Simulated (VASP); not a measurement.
Sn:

```xyz
2
Lattice="0.0000 3.2333 3.2333 3.2333 0.0000 3.2333 3.2333 3.2333 0.0000" Properties=species:S:1:pos:R:3 pbc="T T T"
Sn    0.0000    0.0000    0.0000
Sn    1.6167    1.6167    1.6167
```

The cell was built by a generator and needn't be a form met in nature.

* Program: VASP 6.6.1
* Task: relaxation of cell and atoms
* Functional: PBE
* Potentials or basis: VASP PAW PBE potentials, release 64 (Sn_d)
* Cutoff: 600 eV
* k mesh: 10 × 10 × 10
* Occupations: gaussian, width 0.03 eV
* Spin: no spin polarisation

At the start: pressure 3.8 GPa; volume 33.80 Å³/atom.

Problem. Where does the relaxation end?

Solution. Over 3 steps the energy falls by 32.2 meV/atom and the volume is 36.80 Å³/atom (+8.9 %); space group Fd-3m (No. 227, to 0.05 Å).

Step by step:
| step | energy change (eV) | largest force (eV/Å) | pressure (GPa) | volume (Å³) |
| --- | --- | --- | --- | --- |
| 1 | 0.0000 | 0.0000 | 3.76 | 67.61 |
| 2 | -0.0587 | 0.0000 | -0.90 | 75.67 |
| 3 | -0.0645 | 0.0000 | 0.00 | 73.60 |

Final structure:
```
CELL_PARAMETERS angstrom
0.00000 3.32616 3.32616
3.32616 0.00000 3.32616
3.32616 3.32616 0.00000
ATOMIC_POSITIONS crystal
Sn 0.00000 0.00000 0.00000
Sn 0.25000 0.25000 0.25000
```
